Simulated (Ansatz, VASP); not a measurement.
# TaN: VASP beside Ansatz, part 2 of 2

One calculation is typed for both programs; each brings its own data sets. How far apart do they land? Of the first pair: The cell is taken from a series of runs on this material, whose earlier steps may have relaxed, scaled, displaced or heated it; both programs get it as it stands.

VASP 6.6.1 and Ansatz 0.2.0.

So far: Set-up; Ansatz: relaxation of cell and atoms, PBEsol; VASP: relaxation of cell and atoms, PBEsol; Differences; Ansatz: relaxation, PBEsol.

## Step 6: VASP: single point, PBEsol, pair 2

Level of this step: PBEsol; plane waves and PAW (Ta_pv, N) (VASP).

The same cell, functional, mesh and smearing now go to VASP, with its own data sets.

INCAR reads:

```
SYSTEM = TaN
PREC = Accurate
ENCUT = 600
EDIFF = 1E-06
NELM = 120
ISMEAR = -1
SIGMA = 0.05
LREAL = .FALSE.
ALGO = Normal
GGA = PS
NBANDS = 14
LASPH = .TRUE.
LORBIT = 11
LWAVE = .FALSE.
LCHARG = .FALSE.
ISIF = 2
GGA_COMPAT = .FALSE.
KPAR = 2
```

POSCAR reads:

```
TaN
1.0
    2.9347784833      0.0000000000      0.0000000000
   -1.4673892417      2.5415927211      0.0000000000
    0.0000000000      0.0000000000      2.8131586000
Ta N
1 1
Direct
    0.0000000045      0.9999999955      0.0000000000
    0.6666666712      0.3333333288      0.5000000000
```

KPOINTS reads:

```
Automatic mesh
0
Gamma
17 17 15
0 0 0
```

Potentials, in the order of the species: Ta_pv and N (PBE family, release 64).

Command:

```bash
mpirun -np 2 vasp_std
```

Numbers of over 12 decimals in the logs are rounded to 6 here.

Output:

```text
[banner, memory and clock lines left out]
running    2 mpi-ranks, on    1 nodes
[...]
[... a notice as in an earlier step ...]

 LDA part: xc-table for (Slater+PW92), standard interpolation
 POSCAR, INCAR and KPOINTS ok, starting setup
[...]
entering main loop
       N       E                     dE             d eps       ncg     rms          rms(c)
DAV:   1     0.105999800954E+03    0.10600E+03   -0.95517E+03  7392   0.133E+03
DAV:   2    -0.223955787681E+02   -0.12840E+03   -0.12202E+03  9066   0.348E+02
DAV:   3    -0.260784939404E+02   -0.36829E+01   -0.36540E+01  8730   0.583E+01
DAV:   4    -0.260982288035E+02   -0.19735E-01   -0.19731E-01  8688   0.452E+00
[...]
DAV:  10    -0.237835200733E+02    0.75446E-04   -0.56724E-04 10080   0.294E-01    0.148E-01
DAV:  11    -0.237834768778E+02    0.43195E-04   -0.65873E-05  8394   0.850E-02    0.164E-02
DAV:  12    -0.237834767522E+02    0.12567E-06   -0.52265E-06  9546   0.205E-02
   1 F= -.23783477E+02 E0= -.23783197E+02  d E =-.559245E-03
```

OUTCAR, selected parts (step 6):

```text
  Total        0.1031731      0.1031731      2.3369862     -0.0000000      0.0000000      0.0000000
  in kB        7.8777349      7.8777349    178.4395923     -0.0000000      0.0000000      0.0000000
  external PRESSURE =      64.7316874 kB  Pullay stress =       0.0000000 kB

 POSITION                                       TOTAL-FORCE (eV/Angst)
 -----------------------------------------------------------------------------------
     -1.46739      2.54159      0.00000        -0.000000      0.000000      0.000000
      1.46739      0.84720      1.40658         0.000000     -0.000000      0.000000
 -----------------------------------------------------------------------------------
    total drift:                               -0.000016      0.000009      0.000000

  FREE ENERGIE OF THE ION-ELECTRON SYSTEM (eV)
  ---------------------------------------------------
  free  energy   TOTEN  =       -23.7834767522 eV

  energy  without entropy=      -23.7829175072  energy(sigma->0) =      -23.78319713

[... 1 part as in an earlier step ...]

[... 2 further parts left out ...]
[key lines of the parts left out:]
E-fermi :   8.3549
```

The run ends at a pressure of 6.47 GPa.

## Step 7: Comparison

What differs besides the data sets and the points named for the pairs above, as far as they apply: the data sets hold 18 valence electrons in Ansatz (on its PAW soft_1 files) and 16 in VASP; Ansatz's pressure holds a Pulay correction, VASP's none. Total energies have different zeros and are not compared.

Compared:

```tsv
quantity	Ansatz	VASP	difference
pressure (GPa)	5.58	6.47	-0.89
```

## Step 8: Ansatz: relaxation, PBEsol

This run makes the geometry at which the two programs are then compared. The cell compared in this pair holds 21.12 Å³, against 20.98 Å³ for the pair before.

The structure compared here is the end of the Ansatz relaxation.

input.yaml reads:

```yaml
crystal:
  lattice:
    - [2.9310924575, 0.0, 0.0]
    - [-1.4655462287, 2.538400529, 0.0]
    - [0.0, 0.0, 2.8418643]
  atoms:
    - { symbol: Ta, position: [0.0, 0.0, 0.0] }
    - { symbol: "N", position: [0.6666667, 0.3333333, 0.5] }
kpoints:
  mp_grid: { grid: [17, 17, 15] }
scf:
  occupations: { method: fermi_dirac, width: 0.05 }
hamiltonian:
  xc: pbesol
  pseudopotentials: { kind: paw, azcp: { folder: soft_1 }, xc_functional: pbe }
basis:
  ecutwfc: 600
output:
  forces: true
  stress: true
relax:
  f_tol: 0.005
  max_steps: 70
  cell: { stress_tol: 0.02, p_target: 0, fix: [c, alpha, beta, gamma] }
```

Command:

```bash
ansatz run input.yaml --threads 4 --pin off --max-ram 10240MiB --backend cpu --events-out ev --progress --plain --runs-dir out
```

Output:

```text
[...]
Crystal: 2 atoms, lattice volume = 21.144 Å³
Basis set: ecut = 600 eV, 677 PW (Γ), exchange–correlation on 48×48×48 points (8 copies of the dense FFT grid, shifted against one another)
Bands: 13, of which v1, the nominal top of the filled ones, is band 9 counted from 1 (8 counted from 0)
Symmetry: 4 space group operations
k-points: 648 of 4335 (time reversal used)
[...]
-0.000000       0.000000       8.166623
  P = ⅓ Tr σ = 2.7213 GPa (27.213 kbar)
--- Relaxed structure (3 steps of the walk, 3 accepted, 1 SCFs on fresh bases) ---
[...]
cell:  # Å, volume = 21.1166 Å³
    - [2.929176, -2.8848662927425286e-11, 0.0]
    - [-1.464588, 2.536740, 0.0]
    - [0.0, 0.0, 2.8418643]
  atoms:
    - { symbol: Ta, position: [-4.964107139873869e-9, 4.9641070658589996e-9, 0.0] }
    - { symbol: N, position: [0.666667, 0.333333, 0.500000] }
[key lines of the parts left out:]
SCF converged after 7 iterations
Free energy (F): -10188.558309 eV
Fermi energy:    20.403583 eV
```

## Step 9: VASP: single point, PBEsol, pair 3

The same cell, functional, mesh and smearing now go to VASP, with its own data sets.

INCAR is that of step 6.

POSCAR reads:

```
TaN
1.0
    2.9291755318      0.0000000000      0.0000000000
   -1.4645877659      2.5367404227      0.0000000000
    0.0000000000      0.0000000000      2.8418643000
Ta N
1 1
Direct
    0.9999999950      0.0000000050      0.0000000000
    0.6666666617      0.3333333383      0.5000000000
```

KPOINTS is that of step 6.

Command:

```bash
mpirun -np 2 vasp_std
```

Output:

```text
[... set-up lines as in an earlier step ...]
 entering main loop
       N       E                     dE             d eps       ncg     rms          rms(c)
DAV:   1     0.104667013295E+03    0.10467E+03   -0.95236E+03  7392   0.133E+03
DAV:   2    -0.225162705375E+02   -0.12718E+03   -0.12085E+03  9144   0.345E+02
DAV:   3    -0.261026279022E+02   -0.35864E+01   -0.35605E+01  8664   0.577E+01
DAV:   4    -0.261215738390E+02   -0.18946E-01   -0.18943E-01  8658   0.444E+00
[...]
DAV:  10    -0.238013452020E+02    0.81571E-04   -0.55348E-04 10086   0.291E-01    0.147E-01
DAV:  11    -0.238013027474E+02    0.42455E-04   -0.64787E-05  8400   0.842E-02    0.159E-02
DAV:  12    -0.238013026960E+02    0.51372E-07   -0.49501E-06  9570   0.203E-02
   1 F= -.23801303E+02 E0= -.23801017E+02  d E =-.571782E-03
```

From OUTCAR (step 9):

```text
  Total        0.0997428      0.0997428      1.2110699      0.0000000     -0.0000000      0.0000000
  in kB        7.5677621      7.5677621     91.8872052      0.0000000     -0.0000000      0.0000000
  external PRESSURE =      35.6742432 kB  Pullay stress =       0.0000000 kB

 POSITION                                       TOTAL-FORCE (eV/Angst)
 -----------------------------------------------------------------------------------
      2.92918      0.00000      0.00000        -0.000000     -0.000000      0.000000
      1.46459      0.84558      1.42093         0.000000      0.000000      0.000000
 -----------------------------------------------------------------------------------
    total drift:                                0.000018     -0.000010      0.000000

  FREE ENERGIE OF THE ION-ELECTRON SYSTEM (eV)
  ---------------------------------------------------
  free  energy   TOTEN  =       -23.8013026960 eV

  energy  without entropy=      -23.8007309142  energy(sigma->0) =      -23.80101681

[... 1 part as in an earlier step ...]

[... 2 further parts left out ...]
[key lines of the parts left out:]
E-fermi :   8.2835
```

The run ends at a pressure of 3.57 GPa.

## Step 10: Differences

What differs besides the data sets and the points named for the pairs above, as far as they apply: the data sets hold 18 valence electrons in Ansatz (on its PAW soft_1 files) and 16 in VASP. Total energies have different zeros and are not compared.

The two programs side by side:

```tsv
quantity	Ansatz	VASP	difference
pressure (GPa)	2.72	3.57	-0.85
```

## Step 11: Summary of results

```
difference in volume (relaxation of cell and atoms, PBEsol) : -0.22 %
difference in pressure (single point, PBEsol, pair 2)       : -0.89 GPa
difference in pressure (single point, PBEsol, pair 3)       : -0.85 GPa
```

In words: The difference in pressure is -0.89 GPa (single point, PBEsol, pair 2), within the 1 GPa picked in this series as the mark of a large difference. The data sets hold unlike numbers of valence electrons (18 in Ansatz and 16 in VASP), so part of the differences comes from the potentials. 4 further runs of this series are not shown here. How closely two codes agree says nothing of how well the functional describes the real material.

[Lines on the potential files, build, host, timing and source positions are cut from VASP's logs without a mark.]

[Logs are printed without paths, hosts, clocks, repeated set-up lines and the standing remarks that a program may print on its own settings, such as how far it seeks lower states.]

[Hosts, paths, dates, database ids (printed as entryN), source tags and the programs' standing remarks are cut or masked in the printed files.]
